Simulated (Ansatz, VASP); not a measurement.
## MoF6 in two plane-wave programs

Aim: how closely do two programs agree when they are given the same cell, functional and k mesh? The cell is taken from a series of runs on this material, whose earlier steps may have relaxed, scaled, displaced or heated it; both programs get it as it stands.

Calculated with Ansatz 0.2.0; plane waves, with VASP 6.6.1 beside it; G0W0 gap at LDA.

## 1. Starting point

Symmetry: Im-3m, No. 229, cubic system. The conventional cell has a = 6.335 Å, b = 6.335 Å, c = 6.335 Å, α = 90.00°, β = 90.00°, γ = 90.00°. Nearest to Mo lie 6 F at 1.83 Å. F has 1 Mo at 1.83 Å nearest. Farther neighbours and most contacts between anions are not listed.

Structure file:

```xyz
7
Lattice="-3.1673 3.1673 3.1673 3.1673 -3.1673 3.1673 3.1673 3.1673 -3.1673" Properties=species:S:1:pos:R:3 pbc="T T T"
Mo    0.0000    0.0000    0.0000
F     0.0000    0.0000    4.5019
F     0.0000    0.0000    1.8328
F     1.8328    0.0000    0.0000
F     4.5019    0.0000    0.0000
F     0.0000    4.5019    0.0000
F     0.0000    1.8328    0.0000
```

## 2. VASP: G0W0 gap, LDA

Quasiparticle shifts depend on high empty states and on the cores, so they are the hardest test of two PAW sets.

Lines of VASP's logs that name or quote its potential files are left out, and so is its time.

The run reads the wave functions of an earlier VASP run, which isn't shown here.

Contents of INCAR:

```
SYSTEM = MoF6
PREC = Accurate
ENCUT = 520
ISMEAR = 0
SIGMA = 0.01
LREAL = .FALSE.
GGA = CA
NBANDS = 112
LASPH = .TRUE.
ALGO = EVGW0
NELMGW = 1
ENCUTGW = 114.29
NOMEGA = 64
PRECFOCK = Fast
NBANDSGW = 36
LWAVE = .FALSE.
LCHARG = .FALSE.
```

Contents of POSCAR:

```
MoF6
1.0
   -3.1673432161      3.1673432161      3.1673432161
    3.1673432161     -3.1673432161      3.1673432161
    3.1673432161      3.1673432161     -3.1673432161
Mo F
1 6
Direct
    0.0000000000      0.0000000000      0.0000000000
    0.7106712200      0.7106712200      0.0000000000
    0.2893287800      0.2893287800      0.0000000000
    0.0000000000      0.2893287800      0.2893287800
    0.0000000000      0.7106712200      0.7106712200
    0.7106712200      0.0000000000      0.7106712200
    0.2893287800      0.0000000000      0.2893287800
```

Contents of KPOINTS:

```
Automatic mesh
0
Gamma
2 2 2
0 0 0
```

The projector-augmented-wave data sets are Mo_sv_GW and F_GW (LDA family, release 64).

Started as:

```bash
$ export OMP_NUM_THREADS=6
$ mpirun -np 1 vasp_std
```

Numbers of over 12 decimals in the logs are rounded to 6 here.

Output:

```text
[banner, memory and clock lines left out]
running    1 mpi-ranks, on    1 nodes
 distrk:  each k-point on    1 cores,    1 groups
 distr:  one band on    1 cores,    1 groups
 Offloading initialized ...    1 GPUs detected
 POSCAR found type information on POSCAR MoF
 POSCAR found :  2 types and       7 ions
|                                                                             |
|           W    W    AA    RRRRR   N    N  II  N    N   GGGG   !!!           |
|           W    W   A  A   R    R  NN   N  II  NN   N  G    G  !!!           |
|           W    W  A    A  R    R  N N  N  II  N N  N  G       !!!           |
|           W WW W  AAAAAA  RRRRR   N  N N  II  N  N N  G  GGG   !            |
|           WW  WW  A    A  R   R   N   NN  II  N   NN  G    G                |
|           W    W  A    A  R    R  N    N  II  N    N   GGGG   !!!           |
|                                                                             |
|     The default for ENCUTGWSOFT is different in this version of VASP.       |
|     please manually set ENCUTGWSOFT =114.29 in the INCAR file.              |
|                                                                             |

 LDA part: xc-table for (Slater(with rela. corr.)+CA(PZ))
 , standard interpolation
 found WAVECAR, reading the header
 POSCAR, INCAR and KPOINTS ok, starting setup
 FFT: planning ... GRIDC
 FFT: planning ... GRID_SOFT
 FFT: planning ... GRID
 reading WAVECAR
 the WAVECAR file was read successfully
 initial charge from wavefunction
 available memory per node:   1604.57 GB, setting MAXMEM to   1643079

 The Fermi energy was updated, please check that it is located mid-gap
 values below the HOMO (VB) or above the LUMO (CB) will cause erroneous energies
 E-fermi :  -2.7022

 calculate exact exchange contribution
 the WAVEDER file was read successfully
energies w=
    0.000    0.000    1.552    0.000    3.100    0.000    4.642    0.000
    6.174    0.000    7.693    0.000    9.198    0.000   10.686    0.000
   12.155    0.000   13.605    0.000   15.036    0.000   16.447    0.000
   17.839    0.000   19.213    0.000   20.569    0.000   21.910    0.000
   23.236    0.000   24.550    0.000   25.854    0.000   27.149    0.000
   28.439    0.000   29.726    0.000   31.013    0.000   32.302    0.000
   33.596    0.000   34.899    0.000   36.214    0.000   37.544    0.000
   38.893    0.000   40.266    0.000   41.667    0.000   43.101    0.000
   44.572    0.000   46.087    0.000   47.652    0.000   49.274    0.000
   50.962    0.000   52.723    0.000   54.569    0.000   56.511    0.000
   58.562    0.000   60.737    0.000   63.055    0.000   65.537    0.000
   68.206    0.000   71.093    0.000   74.233    0.000   77.666    0.000
   81.447    0.000   85.637    0.000   90.316    0.000   95.584    0.000
  101.567    0.000  108.431    0.000  116.393    0.000  125.748    0.000
  136.901    0.000  150.427    0.000  167.172    0.000  188.431    0.000
  216.290    0.000  254.341    0.000  309.346    0.000  395.710    0.000
 responsefunction array rank=     370
 LDA part: xc-table for (Slater(with rela. corr.)+CA(PZ))
 , standard interpolation

 min. memory requirement per mpi rank    460.6 MB, per node    460.6 MB

 allocating  64 responsefunctions rank=   370
 shmem allocating  64 responsefunctions rank=   370
 response function shared by NCSHMEM nodes    1
 Doing            64  frequencies on each core in blocks of            64
NQ=   1    0.0000    0.0000    0.0000,
|.........|.........|.........|.........|.........|.........|.........|.........
 performed         61000 updates of chi_q(r,r)
 total number of BLAS operations         67.34 Gflops
NQ=   2    0.5000    0.0000    0.0000,
|.........|.........|.........|.........|.........|.........|.........|.........
 performed        147000 updates of chi_q(r,r)
 total number of BLAS operations        146.89 Gflops
NQ=   3    0.5000    0.5000    0.5000,
|.........|.........|.........|.........|.........|.........|.........|.........
 performed        208000 updates of chi_q(r,r)
 total number of BLAS operations        214.60 Gflops
 resolving degeneracies of screened two electron integrals

 calculate QP shifts <psi_nk| G(iteration)W_0 |psi_nk>: iteration 1
 entering main loop
```

From OUTCAR (step 2):

```text
ion  position               nearest neighbor table
   1  0.000  0.000  0.000-   2 1.83   3 1.83   4 1.83   5 1.83   6 1.83   7 1.83
   2  0.711  0.711  0.000-   1 1.83
   3  0.289  0.289  0.000-   1 1.83
   4  0.000  0.289  0.289-   1 1.83
   5  0.000  0.711  0.711-   1 1.83
   6  0.711  0.000  0.711-   1 1.83
   7  0.289  0.000  0.289-   1 1.83

  LATTYP: Found a body centered cubic cell.
 ALAT       =     6.3346864322

 Subroutine GETGRP returns: Found 48 space group operations
 (whereof 48 operations were pure point group operations)

The static configuration has the point symmetry O_h .

 Found      3 irreducible k-points:

   k-points           NKPTS =      3   k-points in BZ     NKDIM =      8   number of bands    NBANDS=    112

   dimension x,y,z NGX =    42 NGY =   42 NGZ =   42
   dimension x,y,z NGXF=    84 NGYF=   84 NGZF=   84

   ENCUT  =  520.0 eV  38.22 Ry    6.18 a.u.  10.20 10.20 10.20*2*pi/ulx,y,z

   NELECT =      56.0000    total number of electrons

  energy-cutoff  :      520.00
  volume of cell :      127.10
      direct lattice vectors                 reciprocal lattice vectors
    -3.167343216  3.167343216  3.167343216     0.000000000  0.157861010  0.157861010
     3.167343216 -3.167343216  3.167343216     0.157861010  0.000000000  0.157861010
     3.167343216  3.167343216 -3.167343216     0.157861010  0.157861010  0.000000000

 k-points in reciprocal lattice and weights: Automatic mesh
   0.00000000  0.00000000  0.00000000       0.125
   0.50000000  0.00000000  0.00000000       0.750
   0.50000000  0.50000000  0.50000000       0.125

 E-fermi :  -2.7022

 QP shifts <psi_nk| G(iteration)W_0 |psi_nk>: iteration 1
 for sc-GW calculations column KS-energies equals QP-energies in previous step
 and V_xc(KS)=  KS-energies - (<T + V_ion + V_H > + <T+V_H+V_ion>^1  + <V_x>^1)
 k-point   1 :       0.0000    0.0000    0.0000
  band No.  KS-energies  QP-energies   sigma(KS)   V_xc(KS)     V^pw_x(r,r')   Z            occupation Imag(sigma)
    ...
     25      -5.2123      -6.6215     -25.2743     -23.3815     -30.5843       0.7445       2.0000       0.3247
     26      -4.8426      -6.2373     -24.8854     -22.9619     -30.3941       0.7251       2.0000       0.3439
     27      -4.8426      -6.2373     -24.8854     -22.9619     -30.3941       0.7251       2.0000       0.3439
     28      -4.8426      -6.2373     -24.8854     -22.9619     -30.3941       0.7251       2.0000       0.3439
     29      -0.4456       2.6829     -16.9298     -20.9006     -14.9652       0.7879       0.0000      -0.1418
     30      -0.4456       2.6829     -16.9298     -20.9006     -14.9652       0.7879       0.0000      -0.1418
     31      -0.4456       2.6829     -16.9298     -20.9006     -14.9652       0.7879       0.0000      -0.1418
     32       3.9937       5.6731      -5.7393      -7.6640      -3.2736       0.8726       0.0000      -0.1337
    ...

 k-point   2 :       0.5000    0.0000    0.0000
  band No.  KS-energies  QP-energies   sigma(KS)   V_xc(KS)     V^pw_x(r,r')   Z            occupation Imag(sigma)
    ...
     25      -5.2357      -6.6514     -25.2344     -23.3339     -30.5270       0.7449       2.0000       0.3232
     26      -5.0034      -6.4139     -24.5594     -22.6029     -30.0600       0.7209       2.0000       0.3526
     27      -4.9405      -6.3425     -24.6641     -22.7247     -30.1587       0.7228       2.0000       0.3486
     28      -4.9219      -6.3274     -24.7368     -22.7943     -30.2431       0.7235       2.0000       0.3481
     29      -0.5611       2.5431     -16.5570     -20.4797     -14.5388       0.7914       0.0000      -0.1396
     30      -0.5611       2.5431     -16.5570     -20.4797     -14.5388       0.7914       0.0000      -0.1396
     31      -0.4350       2.6725     -17.0481     -21.0151     -15.1428       0.7833       0.0000      -0.1398
     32       4.0931       7.5346     -17.1366     -21.4233     -14.5992       0.8028       0.0000      -0.1850
    ...

 k-point   3 :       0.5000    0.5000    0.5000
  band No.  KS-energies  QP-energies   sigma(KS)   V_xc(KS)     V^pw_x(r,r')   Z            occupation Imag(sigma)
    ...
     25      -5.2928      -6.7186     -25.2471     -23.3357     -30.5203       0.7459       2.0000       0.3202
     26      -4.8792      -6.2777     -24.8032     -22.8707     -30.3091       0.7237       2.0000       0.3458
     27      -4.8792      -6.2777     -24.8032     -22.8707     -30.3091       0.7237       2.0000       0.3458
     28      -4.8792      -6.2777     -24.8032     -22.8707     -30.3091       0.7237       2.0000       0.3458
     29      -0.4455       2.6716     -16.9697     -20.9327     -15.0398       0.7866       0.0000      -0.1405
     30      -0.4455       2.6716     -16.9697     -20.9327     -15.0398       0.7866       0.0000      -0.1405
     31      -0.4455       2.6716     -16.9697     -20.9327     -15.0398       0.7866       0.0000      -0.1405
     32       3.8114       7.1808     -16.4463     -20.5978     -13.8671       0.8116       0.0000      -0.1781
    ...
```

## 3. Ansatz: G0W0 gap, LDA

Ansatz runs on its default PAW (the set named soft_2) files.

The same cell, functional (in two slightly different forms) and mesh now go to Ansatz, which takes its cutoff from its data sets.

Contents of input.yaml:

```yaml
crystal:
  lattice:
    - [-3.1673432161, 3.1673432161, 3.1673432161]
    - [3.1673432161, -3.1673432161, 3.1673432161]
    - [3.1673432161, 3.1673432161, -3.1673432161]
  atoms:
    - { symbol: Mo, position: [0.0, 0.0, 0.0] }
    - { symbol: F, position: [0.71067122, 0.71067122, 0.0] }
    - { symbol: F, position: [0.28932878, 0.28932878, 0.0] }
    - { symbol: F, position: [0.0, 0.28932878, 0.28932878] }
    - { symbol: F, position: [0.0, 0.71067122, 0.71067122] }
    - { symbol: F, position: [0.71067122, 0.0, 0.71067122] }
    - { symbol: F, position: [0.28932878, 0.0, 0.28932878] }
kpoints:
  mp_grid: { grid: [2, 2, 2] }
hamiltonian:
  xc: lda
scf:
  occupations: { method: fixed }
gw:
  n_empty_bands: 84
  ecut_chi: 114.29
  qp_bands: [v2, c2]
  qp_kpoints: [[0.0, 0.0, 0.0], [0.5, 0.0, 0.0]]
  screening: { model: contour_deformation }
```

Started as:

```bash
$ ansatz run input.yaml --threads 4 --pin off --max-ram 5529MiB --backend cpu --events-out ev --progress --plain --runs-dir out
```

Output:

```text
Engine: ansatz 0.2.0, aarch64-unknown-linux-gnu
Pseudopotentials: kind: paw
Pseudopotential: Mo, paw, valence charge 14, recommended cutoff 420 eV (normal), Mo.paw.azcp
Pseudopotential: F, paw, valence charge 7, recommended cutoff 420 eV (normal), F.paw.azcp
Functional definition: SPW92
  exchange = slater_x
  correlation = pw_c
Crystal: 7 atoms, lattice volume = 127.100 Å³
Basis set: ecut = 420 eV, 2491 PW (Γ)
Bands: 35, of which v1, the nominal top of the filled ones, is band 28 counted from 1 (27 counted from 0)
Symmetry: 48 space group operations
Space group: Im-3m (ITA 229), of the structure as read, at distance tolerance 5.0e-5 Å
k-points: 3 of 8
Non-local potential: Mo, projectors of the file, l = 0: 3, l = 1: 2, l = 2: 2, l = 3: 1
Non-local potential: F, projectors of the file, l = 0: 2, l = 1: 2, l = 2: 1
PAW form: soft (Blöchl's): semilocal exchange-correlation on the pseudo side does not see the compensation charge
PAW frozen core: Mo, regenerated for the run's functional, and the local potential with it (the file was generated under x = pbe(κ = 0.804, μ = 0.219515), c = pbe(β = 0.066725))
PAW frozen core: F, regenerated for the run's functional, and the local potential with it (the file was generated under x = pbe(κ = 0.804, μ = 0.219515), c = pbe(β = 0.066725))
PAW one-centre angular grid: Mo, 590 points (default); XC on 64 Gauss nodes
PAW one-centre angular grid: F, 110 points (default); XC on 64 Gauss nodes
Initial density: superposition of atomic densities (neutral atoms: chi_scale 0, normalization atom), corrected by the library's trained network
Initial wavefunctions: pseudopotential atomic-orbital guess
Functional: x = slater, c = lda
SCF iter   1: F=—  HF=-9605.672335 eV  |F-HF|=—  |Δ(HF+E_count)|=         —  Δρ=1.42e-2  dr2=1.66e-1  ethr=1.77e-3  ⟨swp⟩=4.0  Hψ=375  notcnv=0  defer=11
preconditioner: auto → Resta (q_TF=auto, 2.380 Å⁻¹)  ε∞=3.8  [insulator: Δε(μ)=4.198 eV  Ē_g=13.666 eV  n_scr=18 (ndim 8)  ℏωp=22.8 eV  f_vac=0.394  ε∞_Penn≈3.8]
SCF iter   2: F=—  HF=-9605.633305 eV  |F-HF|=—  |Δ(HF+E_count)|=   3.90e-2  Δρ=5.20e-3  dr2=4.20e-2  ethr=2.97e-4  ⟨swp⟩=2.3  Hψ=195  notcnv=0  defer=12
SCF iter   3: F=—  HF=-9605.626122 eV  |F-HF|=—  |Δ(HF+E_count)|=   7.18e-3  Δρ=2.28e-3  dr2=5.32e-3  ethr=7.50e-5  ⟨swp⟩=3.0  Hψ=180  notcnv=0  defer=13
SCF iter   4: F=—  HF=-9605.624921 eV  |F-HF|=—  |Δ(HF+E_count)|=   1.20e-3  Δρ=7.68e-4  dr2=7.22e-4  ethr=9.49e-6  ⟨swp⟩=2.0  Hψ=138  notcnv=0  defer=13
SCF iter   5: F=—  HF=-9605.624833 eV  |F-HF|=—  |Δ(HF+E_count)|=   8.78e-5  Δρ=1.15e-4  dr2=3.10e-5  ethr=1.29e-6  ⟨swp⟩=3.0  Hψ=177  notcnv=0  defer=6
SCF iter   6: F=—  HF=-9605.624848 eV  |F-HF|=—  |Δ(HF+E_count)|=   1.41e-5  Δρ=2.87e-5  dr2=6.25e-7  ethr=5.53e-8  ⟨swp⟩=2.3  Hψ=159  notcnv=0  defer=5
SCF iter   7: F=-9605.624848 eV  HF=-9605.624848 eV  |F-HF|=4.60e-8  |Δ(HF+E_count)|=   5.20e-7  Δρ=4.73e-6  dr2=2.11e-8  ethr=1.79e-10  ⟨swp⟩=9.3  Hψ=351  notcnv=0
SCF 1 converged in 7 iterations: F = -9605.624848 eV  dr2 = 2.11e-8
  greatest PAW one-centre occupation: 0.999 electrons in one spin orbital (limit 2), on the Mo atom at site 0 (counted from 0), in its partial waves of l = 0
NSCF: frozen V_eff on 3 k-points
G₀W₀ screening: q 1/3
[... further progress lines ...]
NSCF: frozen V_eff on 1 k-points
SCF converged after 7 iterations
Free energy (F): -9605.624848 eV
Harris-Foulkes:  -9605.624848 eV  (|F-HF|=4.60e-8)
Internal energy: -9605.624848 eV  (E = F + TS)
E sigma→0 (E₀):  -9605.624848 eV
Fermi energy:    -2.985471 eV
--- Per-component energies (eV) ---
  E_band       = -787.358816
  E_kinetic    = 1656.169900
  E_local      = -6932.412261  (includes V_loc(G=0)·N_el)
  E_nonlocal   = 594.156711
  E_hartree    = 2630.842989
  E_xc         = -642.508332
  E_vxc        = -824.084715  (∫ρ·V_xc dr)
  E_paw        = -4209.242897  (= ΣΔE_a)
  E_vpaw       = -542.888483  (= ΣTr[D̂ρ^β])
  E_aug_tail   = 0.012203  (compensation charges beyond the density's cutoff)
  E_ewald      = -2703.795488
  E_core_change = 1.152327  (= ΣΔE_core)
  E_smearing   = -0.000000  (= −TS)
  E_closure    = -0.000000  (closes the sum)
  Σ components = -9605.624848   (vs F -9605.624848, Δ=0.00e0)
--- Band table (eV) ---
  k-point 0: bands = [... 24 lower, -3.3560, -2.9855, -2.9855, -2.9855, 1.4253, 1.4253, 1.4253, 5.8584, ... 3 higher]
  k-point 1: bands = [... 24 lower, -3.3805, -3.1476, -3.0840, -3.0657, 1.3095, 1.3096, 1.4358, 5.9778, ... 3 higher]
  k-point 2: bands = [... 24 lower, -3.4403, -3.0233, -3.0233, -3.0233, 1.4249, 1.4249, 1.4249, 5.6967, ... 3 higher]
--- G₀W₀: contour deformation, 5 samples at zero and on the imaginary axis and 0 off it, 8 q-points, 84 empty bands' worth ---
  eigenvalues of the whole cell's RPA ε∞ on this k-mesh (on a slab, of 1 + 4πα/V) = 1.9781, 1.9781, 1.9781; static W/v taken at q = 0 is 0.505525
  bands read: the sum over 112 bands ends inside a degenerate multiplet in 1 slot, whose members it reads at an even weight; the widest, k=0: bands 111 to 113 (counted from 1) at 2/3 each
  `?` marks the rows in doubt; gw_qp.tsv's column doubts and the gw_qp event give each row's grounds
    ik  band        ε_KS         Σx   Σc(E_QP)       V_xc       Z   E_QP_lin       E_QP  E_QP is
     0    27     -2.9855   -31.8035     6.1564   -24.3748  0.7292    -4.2936    -4.2578  root
     0    28     -2.9855   -31.8035     6.1564   -24.3748  0.7292    -4.2936    -4.2578  root
     0    29      1.4253   -18.3124    -2.8733   -24.2856  0.7977     4.6521     4.5251  root ?
     0    30      1.4253   -18.3124    -2.8733   -24.2856  0.7977     4.6521     4.5251  root ?
     1    27     -3.0840   -31.5498     6.1484   -24.1176  0.7285    -4.4052    -4.3679  root
     1    28     -3.0657   -31.6352     6.1604   -24.1920  0.7285    -4.3856    -4.3484  root
     1    29      1.3095   -17.8589    -2.8874   -23.8204  0.8007     4.5037     4.3836  root ?
     1    30      1.3096   -17.8315    -2.9165   -23.8262  0.8007     4.5091     4.3878  root ?
```

The column dr2 measures how far the density is from self-consistency, as an energy; F and HF (Harris–Foulkes) agree once it is small.

## 4. Comparison

Known differences besides the potentials themselves: the two LDA forms differ slightly; fixed occupations in Ansatz, narrow Gaussian smearing in VASP; the cutoff is 420 eV in Ansatz and 520 eV in VASP; VASP's log shows a relativistic correction to its local exchange, Ansatz's none; Ansatz integrates over frequency by contour deformation, VASP on a grid of NOMEGA points; Ansatz's G0W0 levels solve the quasiparticle equation, VASP's are linearised. Total energies have different zeros and are not compared.

The two programs side by side:

```csv
quantity,Ansatz,VASP,difference
G0W0 gap on the mesh (eV),8.64,8.78,-0.14
Kohn-Sham gap under it (eV),4.29,4.28,+0.01
```

## 5. What came out

```yaml
difference_in_g0w0_gap_on_the_mesh_g0w0_gap_lda: -0.14 eV
```

**Reading.** The difference in G0W0 gap on the mesh is -0.14 eV (G0W0 gap, LDA). Such differences can come from data sets, numerical settings and the points named under the comparisons, not from the functional's error against experiment.

[Lines on the potential files, build, host, timing and source positions are cut from VASP's logs without a mark.]

[Logs are printed without paths, hosts, clocks, repeated set-up lines and the standing remarks that a program may print on its own settings, such as how far it seeks lower states.]

[Hosts, paths, dates, database ids (printed as entryN), source tags and the programs' standing remarks are cut or masked in the printed files.]
